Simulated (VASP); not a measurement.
VASP runs on CuS2 (a trial cell in the 3R-MoS2 structure, space group R3m) share one base input (PBE GGA, plane waves, VASP's PBE PAW potentials (set 64)) and change the settings named in each case.

**POSCAR**
```
CuS2
1
    1.5058170000     0.8693840000     5.8303010000
   -1.5058170000     0.8693840000     5.8303010000
    0.0000000000    -1.7387680000     5.8303010000
Cu S
1 2
Direct
  0.0000000000   0.0000000000   0.0000000000
  0.7523000000   0.7523000000   0.7523000000
  0.5810000000   0.5810000000   0.5810000000
```

KPOINTS:
```
Automatic mesh
0
Gamma
8 8 8
0 0 0
```

INCAR:
```
ALGO=Normal
EDIFF=1E-6
ENCUT=400
GGA=PE
ISIF=2
ISMEAR=0
LASPH=.True.
LCHARG=.False.
LMAXMIX=4
LREAL=.False.
LWAVE=.False.
NELM=100
PREC=Accurate
SIGMA=0.05
SYSTEM=CuS2
```

POTCAR, in this order: Cu S (PBE.64 set). Program: vasp_std.

```
change                           E(σ→0) (eV/atom)  pressure (GPa)  −TS (eV)  irreducible k-points
-------------------------------  ----------------  --------------  --------  --------------------
base run                                  -3.5065           12.46   -0.0037                    65
KPOINTS 3×3×3 Γ-centred mesh              -3.6232           12.18   -0.0050                     6
KPOINTS 6×6×6 Γ-centred mesh              -3.5234           13.38   -0.0023                    32
KPOINTS 9×9×9 Γ-centred mesh              -3.5151           12.95   -0.0026                    85
KPOINTS 10×10×10 Γ-centred mesh           -3.5224           13.04   -0.0015                   116
```

Left out are runs that ran out of time, are held back, or changed the cell or the kind of run, fixed moments of cells without a moment, rows past the twelfth, gaps on odd meshes, pressures of charged cells and columns that move by less than the noise.

The structure was generated: CuS2 was put into the 3R-MoS2 type (R3m), which need not be its known phase. The cell was not relaxed at this level. The electron count is odd and the run is not spin-polarised, which forces a metal.
